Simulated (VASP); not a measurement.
A run of VASP 6.6.1:

File INCAR:

```
SYSTEM = B12Ru
PREC     = Accurate       ! precision mode
ENCUT    = 600            ! plane-wave cutoff, eV
EDIFF    = 1E-6           ! SCF threshold, eV
ISMEAR   = 0              ! smearing method
SIGMA    = 0.1            ! smearing width, eV
LREAL    = .FALSE.        ! projectors in reciprocal space
LASPH    = .TRUE.         ! aspherical terms in the spheres
NELM     = 100            ! most SCF steps
ALGO     = Normal         ! electronic algorithm
ISIF     = 3              ! what is computed and relaxed
LWAVE    = .FALSE.        ! write WAVECAR
LCHARG   = .FALSE.        ! write CHGCAR
GGA      = PE             ! functional
IBRION   = 2              ! ionic algorithm
NSW      = 90             ! ionic steps
EDIFFG   = -0.04          ! ionic threshold
```

File KPOINTS:

```
Automatic mesh
0
G
  4 4 4
  0 0 0
```

POSCAR

```
B12Ru
1.0
    0.0000000000      3.6381908600      3.6381908600
    3.6381908600      0.0000000000      3.6381908600
    3.6381908600      3.6381908600      0.0000000000
B Ru
12 1
Direct
    0.5000000000      0.5000000000      0.8362920300
    0.1637079700      0.5000000000      0.8362920300
    0.5000000000      0.1637079700      0.8362920300
    0.1637079700      0.8362920300      0.5000000000
    0.5000000000      0.8362920300      0.5000000000
    0.5000000000      0.8362920300      0.1637079700
    0.8362920300      0.1637079700      0.5000000000
    0.8362920300      0.5000000000      0.1637079700
    0.8362920300      0.5000000000      0.5000000000
    0.5000000000      0.5000000000      0.1637079700
    0.5000000000      0.1637079700      0.5000000000
    0.1637079700      0.5000000000      0.5000000000
    0.0000000000      0.0000000000      0.0000000000
```

Potentials or basis: VASP PAW PBE potentials, release 64 (B, Ru_pv).

Launch:

```sh
$ cat potpaw_PBE.64/B/POTCAR potpaw_PBE.64/Ru_pv/POTCAR > POTCAR
$ mpirun -np 1 vasp_std > vasp.out
```

Hardware: 1 thread of Intel(R) Xeon(R) 6975P-C (Granite Rapids) (shared host).

Task: How long does it take, and how much memory?

Result: It took 100 s on 1 thread of Intel(R) Xeon(R) 6975P-C (Granite Rapids), on a shared host, peak memory 0.28 GiB. Counts: scf iterations 57, k points 8, ion steps 6.
